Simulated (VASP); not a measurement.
```
Tm
1.0
    1.75296    -3.03622     0.00000
    1.75296     3.03622     0.00000
    0.00000     0.00000     5.40843
Tm
2
Direct
  0.33333   0.66667   0.25000
  0.66667   0.33333   0.75000
```

All values below come from vdW-DF-cx, VASP's PBE PAW potentials (set 64) (plane waves; VASP 6.6.1). Run with 520 eV cut-off, Gaussian smearing of 0.050 eV, potentials Tm_3.

The 4f electrons are frozen in the core of the lanthanide potential, so 4f levels, which can set the real gap, and their magnetism are missing.

Give the energies of bands 7 to 12 at the high-symmetry points, in eV from the Fermi level.

| band | Γ | M | K | A | L | H |
|---|---|---|---|---|---|---|
| 7 | -5.79 | -2.22 | -0.89 | -4.04 | -2.11 | -0.64 |
| 8 | -2.36 | -1.47 | -0.89 | -4.04 | -2.11 | -0.64 |
| 9 | 1.21 | -0.94 | -0.87 | 1.20 | 0.13 | -0.46 |
| 10 | 2.04 | -0.17 | -0.54 | 1.20 | 0.13 | -0.46 |
| 11 | 2.04 | 1.67 | 1.33 | 1.93 | 1.60 | 0.53 |
| 12 | 2.61 | 1.76 | 1.33 | 1.93 | 1.60 | 0.53 |

It has no gap at this level: it comes out as a metal or semimetal.

The compound is Tm in the hcp structure. It was relaxed first.
